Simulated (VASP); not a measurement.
OSZICAR of a VASP run on HfO₂ (fluorite):

**OSZICAR**
```
       N       E                     dE             d eps       ncg     rms          rms(c)
DAV:   1     0.112252478035E+03    0.11225E+03   -0.14186E+04  2850   0.163E+03
DAV:   2    -0.327605176552E+02   -0.14501E+03   -0.14123E+03  3732   0.344E+02
DAV:   3    -0.367795160722E+02   -0.40190E+01   -0.40161E+01  3683   0.566E+01
DAV:   4    -0.368013206095E+02   -0.21805E-01   -0.21802E-01  3557   0.447E+00
DAV:   5    -0.368014973178E+02   -0.17671E-03   -0.17670E-03  3683   0.367E-01    0.531E+01
DAV:   6    -0.317476307495E+02    0.50539E+01   -0.26474E+01  3193   0.369E+01    0.456E+01
DAV:   7    -0.316264258903E+02    0.12120E+00   -0.73181E-01  3515   0.818E+00    0.291E+01
DAV:   8    -0.315921413774E+02    0.34285E-01   -0.17673E-01  3648   0.449E+00    0.522E+00
DAV:   9    -0.315831152724E+02    0.90261E-02   -0.33464E-02  3571   0.170E+00    0.180E+00
DAV:  10    -0.315828980633E+02    0.21721E-03   -0.35643E-03  3868   0.474E-01    0.238E-01
DAV:  11    -0.315828826300E+02    0.15433E-04   -0.22074E-04  3242   0.127E-01    0.155E-01
DAV:  12    -0.315828856557E+02   -0.30257E-05   -0.17043E-05  3858   0.339E-02    0.194E-02
DAV:  13    -0.315828859141E+02   -0.25843E-06   -0.11571E-06  3693   0.856E-03    0.382E-03
DAV:  14    -0.315828859457E+02   -0.31557E-07   -0.69291E-08  2524   0.239E-03
   1 F= -.31582886E+02 E0= -.31582886E+02  d E =-.497850E-17
```

Task: Which electronic solver shows in the log?

Result: It is blocked Davidson (ALGO = Normal, or the opening steps of other solvers). The INCAR had ALGO = Normal.

Task: Can the final energy be trusted as converged?

Result: Self-consistency was reached. It stopped with EDIFF = 1E-7, NELM = 100 (PBEsol GGA, plane waves, VASP's PBE PAW potentials (set 64)).

The compound is HfO2 in the fluorite structure, the high-temperature cubic form, which is unstable at 0 K; the monoclinic form is the stable one. This cell was strained or had an atom moved on purpose.
